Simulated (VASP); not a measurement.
Input:

```yaml
crystal:
  lattice:
    - [0.00000, 2.75910, 2.75910]
    - [2.75910, 0.00000, 2.75910]
    - [2.75910, 2.75910, 0.00000]
  atoms:
    - { symbol: Si, position: [0.25000, 0.25000, 0.25000] }
    - { symbol: Si, position: [0.75000, 0.75000, 0.75000] }
    - { symbol: Ni, position: [0.00000, 0.00000, 0.00000] }
```

Level of theory: PBE GGA, VASP's PBE PAW potentials (set 64) (plane waves; VASP). Numerical set-up: 400 eV cut-off, 9×9×9 Γ-centred mesh, first-order Methfessel-Paxton smearing of 0.10 eV, potentials Si Ni.

**Question.** What does the run give for the energy per atom (σ→0), pressure, band gap (on the k-mesh) with the smallest direct gap where there is one?

**Answer.** 
The band gap (on the k-mesh) comes out as none (metal, semimetal or under 0.01 eV). The energy per atom (σ→0) is -5.784 eV/atom and the pressure is -5.12 GPa.

Total energies compare only between runs with the same potentials, cut-off and functional.

The compound is NiSi2 in the fluorite structure. The cell was not relaxed at this level. The run is not spin-polarised, so no magnetic state was tried.
